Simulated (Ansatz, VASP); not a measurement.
## One calculation of Sb3Pb, two programs

The input INCAR:

```
SYSTEM = Sb3Pb
  PREC = Accurate
  ENCUT = 520
  EDIFF = 1E-7
  ISMEAR = 0
  SIGMA = 0.1
  LREAL = .False.
  LASPH = .True.
  NELM = 60
  ALGO = Normal
  ISIF = 2
  LWAVE = .False.
  LCHARG = .True.
  GGA = PE
  LELF = .True.
  LVHAR = .True.
  NBANDS = 22
```

The input KPOINTS:

```
regular mesh
0
Gamma
  4 4 4
  0 0 0
```

POSCAR

```
Sb3Pb
1.0
   -3.1497930000      3.1497930000      3.1497930000
    3.1497930000     -3.1497930000      3.1497930000
    3.1497930000      3.1497930000     -3.1497930000
Sb Pb
3 1
Direct
    0.0000000000      0.5000000000      0.5000000000
    0.5000000000      0.0000000000      0.5000000000
    0.5000000000      0.5000000000      0.0000000000
    0.0000000000      0.0000000000      0.0000000000
```

Input for Ansatz:

```yaml
crystal:
  lattice:
    - [-3.149793, 3.149793, 3.149793]
    - [3.149793, -3.149793, 3.149793]
    - [3.149793, 3.149793, -3.149793]
  atoms:
    - { symbol: Sb, position: [0.0, 0.5, 0.5] }
    - { symbol: Sb, position: [0.5, 0.0, 0.5] }
    - { symbol: Sb, position: [0.5, 0.5, 0.0] }
    - { symbol: Pb, position: [0.0, 0.0, 0.0] }
basis:
  ecutwfc: 420
kpoints:
  mp_grid: { grid: [4, 4, 4] }
hamiltonian:
  xc: pbe
scf:
  occupations: { method: gaussian, width: 0.1 }
  lower_state_search: "off"
output:
  forces: true
  stress: true
  eigenvalues: true
```

Alike in both runs: task single point; functional PBE; k mesh 4 × 4 × 4; occupations gaussian, width 0.1 eV; no spin polarisation.

```csv
,VASP,Ansatz
version,VASP 6.6.1,Ansatz 0.2.0
potentials or method,"VASP PAW PBE potentials, release 64 (Sb, Pb_d)","scalar-relativistic, plane waves, PAW"
plane-wave cutoff (eV),520,420
valence electrons in the cell,29,59
```

|  | VASP | Ansatz | Ansatz less VASP |
| --- | --- | --- | --- |
| gap on the k mesh at the Fermi level (eV) | none | none | - |
| pressure (GPa) | -0.5 | -0.4 | +0.06 |

A gap of «none» marks a metal or a gap that the smearing closes. The two sets of potentials don't hold the same shells in valence.

Spin-orbit coupling is left out, which matters for the levels of Pb, Sb.
